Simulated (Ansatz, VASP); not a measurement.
**Ba2TeS in VASP and in Ansatz**

Contents of INCAR:

```
  ALGO = Fast
  EDIFF = 1E-6
  ENCUT = 520
  GGA = PE
  ISIF = 2
  ISMEAR = -1
  LASPH = T
  LCHARG = F
  LREAL = F
  LWAVE = F
  NBANDS = 24
  NELM = 100
  PREC = Accurate
  SIGMA = 0.02
```

KPOINTS

```
k-points
0
Gamma
  6 6 4
```

POSCAR

```
Ba2TeS
1.0
    4.6024070790      0.0000000000      0.0000000000
    0.0000000000      4.6024070790      0.0000000000
    0.0000000000      0.0000000000      6.5146466171
S Ba Te
1 2 1
Direct
    0.0000000000      0.0000000000      0.0000000000
    0.0000000000      0.0000000000      0.5000000000
    0.5000000000      0.5000000000      0.0000000000
    0.5000000000      0.5000000000      0.5000000000
```

Input for Ansatz:

```yaml
crystal:
  lattice:
    - [4.602407079, 0.0, 0.0]
    - [0.0, 4.602407079, 0.0]
    - [0.0, 0.0, 6.5146466171]
  atoms:
    - { symbol: S, position: [0.0, 0.0, 0.0] }
    - { symbol: Ba, position: [0.0, 0.0, 0.5] }
    - { symbol: Te, position: [0.5, 0.5, 0.5] }
    - { symbol: Ba, position: [0.5, 0.5, 0.0] }
kpoints:
  mp_grid: { grid: [6, 6, 4] }
  band_path:
    path:
      - [0.0, 0.0, 0.0]
      - [0.0, 0.5, 0.0]
      - [0.5, 0.5, 0.0]
      - [0.0, 0.0, 0.5]
      - [0.0, 0.5, 0.5]
      - [0.5, 0.5, 0.5]
    npoints: 1
hamiltonian:
  xc: pbe
scf:
  occupations: { method: fermi_dirac, width: 0.02 }
  n_extra_bands: 5
output:
  forces: true
  stress: true
  eigenvalues: true
```

Change from the starting cell: hydrostatic strain -4.0%.

Alike in both runs: task single point; functional PBE; k mesh 6 × 6 × 4; occupations fermi-dirac, width 0.02 eV; no spin polarisation.

|  | VASP | Ansatz |
| --- | --- | --- |
| version | VASP 6.6.1 | Ansatz 0.2.0 |
| potentials or method | VASP PAW PBE potentials, release 64 (S, Ba_sv, Te) | plane waves, PAW |
| plane-wave cutoff (eV) | 520 | 420 |
| valence electrons in the cell | 32 | 42 |

```tsv
	VASP	Ansatz	Ansatz less VASP
gap on the k mesh at the Fermi level (eV)	1.37	1.49	+0.120
pressure (GPa)	6.0	5.4	-0.60
```

The two sets of potentials don't hold the same shells in valence.

Caveats: spin-orbit coupling is left out, which moves the levels of the heavy elements. A k mesh can miss the band edges.
